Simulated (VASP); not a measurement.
The system is GaP.

```
Ga P
1.0
     0.00000    2.72525    2.72525
     2.72525    0.00000    2.72525
     2.72525    2.72525    0.00000
Ga P
1 1
Direct
  0.00000 0.00000 0.00000
  0.75000 0.75000 0.75000
```

| Property | Result |
| --- | --- |
| Program | VASP 6.6.1 |
| Task | relaxation of cell and atoms |
| Functional | PBE |
| Potentials or basis | VASP PAW PBE potentials, release 64 (Ga_d, P) |
| Cutoff | 520 eV |
| k mesh | 8 × 8 × 8 |
| Occupations | gaussian, width 0.1 eV |
| Spin | no spin polarisation |

At the start: pressure 2.4 GPa; volume 20.24 Å³/atom.

Task: How do energy, volume and symmetry change on relaxing?

Result: Over 3 steps the energy falls by 4.7 meV/atom and the volume is 20.86 Å³/atom (+3.1 %); space group F-43m (No. 216, to 0.05 Å).

The path:
```tsv
step	energy change (eV)	largest force (eV/Å)	pressure (GPa)	volume (Å³)
1	0.0000	0.0000	2.43	40.48
2	-0.0074	0.0000	-1.06	42.31
3	-0.0093	0.0000	0.05	41.73
```

Final structure:
```cif
data_structure
_symmetry_space_group_name_H-M 'P 1'
_symmetry_Int_Tables_number 1
_cell_length_a 3.8933
_cell_length_b 3.8933
_cell_length_c 3.8933
_cell_angle_alpha 60.000
_cell_angle_beta 60.000
_cell_angle_gamma 60.000
_cell_volume 41.73
loop_
_atom_site_label
_atom_site_type_symbol
_atom_site_fract_x
_atom_site_fract_y
_atom_site_fract_z
_atom_site_occupancy
Ga1 Ga 0.00000 0.00000 0.00000 1
P1 P 0.75000 0.75000 0.75000 1
```
